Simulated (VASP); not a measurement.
A run of VASP 6.6.1 is set up as follows.

Contents of INCAR:

```
SYSTEM = HfHg
  ALGO = Normal
  EDIFF = 1E-7
  ENCUT = 520
  GGA = PS
  ISIF = 2
  ISMEAR = 0
  LASPH = .True.
  LCHARG = .False.
  LREAL = .False.
  LWAVE = .False.
  NBANDS = 18
  NELM = 60
  PREC = Accurate
  SIGMA = 0.05
```

The input KPOINTS:

```
k-points
0
Gamma
  10 10 10
  0 0 0
```

Contents of POSCAR:

```
HfHg
1.0
    3.4663440693      0.0000000000      0.0000000000
    0.0000000000      3.4663440693      0.0000000000
    0.0000000000      0.0000000000      3.4663440693
Hf Hg
1 1
Direct
    0.0000000000      0.0000000000      0.0000000000
    0.5000000000      0.5000000000      0.5000000000
```

Potentials or basis: VASP PAW PBE potentials, release 64 (Hf_pv, Hg).

Command:

```console
$ cat potpaw_PBE.64/Hf_pv/POTCAR potpaw_PBE.64/Hg/POTCAR > POTCAR
$ mpirun -np 1 vasp_std > vasp.out
```

Q: Predict the band gap on the k mesh.

A: None (metal or under the smearing width).

Q: Estimate the pressure.

A: -3.3 GPa.

Caveat: the PAW data sets were made with another functional, which shifts forces and pressure a little. Spin-orbit coupling is left out, which matters for the levels of Hf, Hg.
